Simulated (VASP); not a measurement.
Given:

```
CELL_PARAMETERS angstrom
      0.00000     3.49624     3.49624
      3.49624     0.00000     3.49624
      3.49624     3.49624     0.00000
ATOMIC_POSITIONS crystal
  Sr 0.00000 0.00000 0.00000
  Te 0.25000 0.25000 0.25000
```

Method: PBEsol GGA, VASP's PBE PAW potentials (set 64) (plane waves; VASP). Settings: 500 eV cut-off, 7×7×7 Γ-centred mesh, Gaussian smearing of 0.050 eV, potentials Sr_sv Te.

Energy and stress use the plane-wave basis of the starting cell.

The ions, cell shape and volume at an external pressure of 10.0 GPa are relaxed. Predict the relaxed structure.

```
CELL_PARAMETERS angstrom
      0.00000     3.37981     3.37981
      3.37981     0.00000     3.37981
      3.37981     3.37981     0.00000
ATOMIC_POSITIONS crystal
  Sr 0.00000 0.00000 0.00000
  Te 0.25000 0.25000 0.25000
```
Space group F-43m (216), at a tolerance of 0.03 Å.

How do energy and volume change from the first to the last step?

The energy (σ→0) changes by +188.5 meV/atom and the volume by -9.7 %, in 4 ionic steps.

| step | E(σ→0) (eV) | max force (eV/Å) | pressure (GPa) | volume (Å³) |
|---|---|---|---|---|
| 1 | -7.9519 | 0.000 | 4.98 | 85.47 |
| 2 | -6.9792 | 0.000 | 16.76 | 69.96 |
| 3 | -7.5846 | 0.000 | 9.90 | 77.37 |
| 4 | -7.5749 | 0.000 | 10.02 | 77.22 |

The structure was generated: SrTe was put into the zinc blende type (F-43m), which need not be its known phase. This run relaxes it under an external pressure of 10 GPa. Symmetry was kept, so distortions that lower it aren't found.
